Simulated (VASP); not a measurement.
Here is the system:

```xyz
2
Lattice="0.0000 2.8450 2.8450 2.8450 0.0000 2.8450 2.8450 2.8450 0.0000" Properties=species:S:1:pos:R:3 pbc="T T T"
Ca     0.0000     0.0000     0.0000
S      2.8450     2.8450     2.8450
```

All values below come from eigenvalue-self-consistent GW0 on PBE orbitals, VASP's PBE PAW potentials (set 64) (plane waves; VASP). Run with PREC = Normal, 500 eV cut-off, 4×4×4 Γ-centred mesh, Gaussian smearing of 0.010 eV, potentials Ca_sv_GW S_GW.

The mesh is coarse and the basis finite, so the quasiparticle values are not converged.

NBANDS = 160, ENCUTGW = 200 eV, NOMEGA = 64, 4 updates of the levels in G. The PBE levels (eV) are:

| state | KS energy | filling |
|---|---|---|
| k1 (0.00, 0.00, 0.00), band 5 | -7.19 | 2 |
| k1 (0.00, 0.00, 0.00), band 6 | 4.14 | 2 |
| k1 (0.00, 0.00, 0.00), band 7 | 4.14 | 2 |
| k1 (0.00, 0.00, 0.00), band 8 | 4.14 | 2 |
| k1 (0.00, 0.00, 0.00), band 9 | 8.29 | 0 |
| k1 (0.00, 0.00, 0.00), band 10 | 8.29 | 0 |
| k1 (0.00, 0.00, 0.00), band 11 | 8.29 | 0 |
| k1 (0.00, 0.00, 0.00), band 12 | 8.31 | 0 |
| k2 (0.25, 0.00, 0.00), band 5 | -6.81 | 2 |
| k2 (0.25, 0.00, 0.00), band 6 | 2.31 | 2 |
| k2 (0.25, 0.00, 0.00), band 7 | 3.47 | 2 |
| k2 (0.25, 0.00, 0.00), band 8 | 3.47 | 2 |
| k2 (0.25, 0.00, 0.00), band 9 | 8.42 | 0 |
| k2 (0.25, 0.00, 0.00), band 10 | 9.10 | 0 |
| k2 (0.25, 0.00, 0.00), band 11 | 9.10 | 0 |
| k2 (0.25, 0.00, 0.00), band 12 | 10.31 | 0 |
| k4 (0.25, 0.25, 0.00), band 5 | -6.78 | 2 |
| k4 (0.25, 0.25, 0.00), band 6 | 2.17 | 2 |
| k4 (0.25, 0.25, 0.00), band 7 | 3.60 | 2 |
| k4 (0.25, 0.25, 0.00), band 8 | 3.60 | 2 |
| k4 (0.25, 0.25, 0.00), band 9 | 7.24 | 0 |
| k4 (0.25, 0.25, 0.00), band 10 | 9.28 | 0 |
| k4 (0.25, 0.25, 0.00), band 11 | 9.34 | 0 |
| k4 (0.25, 0.25, 0.00), band 12 | 10.03 | 0 |

Q: Give the quasiparticle energies and renormalisation factors Z.

A: 
```tsv
state	QP energy (eV)	Z
k1 (0.00, 0.00, 0.00), band 5	-8.48	0.67
k1 (0.00, 0.00, 0.00), band 6	2.94	0.76
k1 (0.00, 0.00, 0.00), band 7	2.94	0.76
k1 (0.00, 0.00, 0.00), band 8	2.94	0.76
k1 (0.00, 0.00, 0.00), band 9	9.91	0.78
k1 (0.00, 0.00, 0.00), band 10	9.91	0.78
k1 (0.00, 0.00, 0.00), band 11	9.91	0.78
k1 (0.00, 0.00, 0.00), band 12	8.77	0.80
k2 (0.25, 0.00, 0.00), band 5	-8.10	0.68
k2 (0.25, 0.00, 0.00), band 6	0.99	0.75
k2 (0.25, 0.00, 0.00), band 7	2.31	0.76
k2 (0.25, 0.00, 0.00), band 8	2.31	0.76
k2 (0.25, 0.00, 0.00), band 9	9.60	0.79
k2 (0.25, 0.00, 0.00), band 10	10.93	0.76
k2 (0.25, 0.00, 0.00), band 11	10.93	0.76
k2 (0.25, 0.00, 0.00), band 12	12.32	0.75
k4 (0.25, 0.25, 0.00), band 5	-8.05	0.68
k4 (0.25, 0.25, 0.00), band 6	0.85	0.75
k4 (0.25, 0.25, 0.00), band 7	2.36	0.76
k4 (0.25, 0.25, 0.00), band 8	2.36	0.76
k4 (0.25, 0.25, 0.00), band 9	8.46	0.79
k4 (0.25, 0.25, 0.00), band 10	11.36	0.77
k4 (0.25, 0.25, 0.00), band 11	10.54	0.78
k4 (0.25, 0.25, 0.00), band 12	12.14	0.74
```
On the mesh the gap opens from 2.35 to 4.58 eV.

The compound is CaS in the rock salt structure. The cell was not relaxed at this level. The k-mesh is coarse (spacing up to 0.48 per Å, 2π included), so the numbers may not be converged in it.
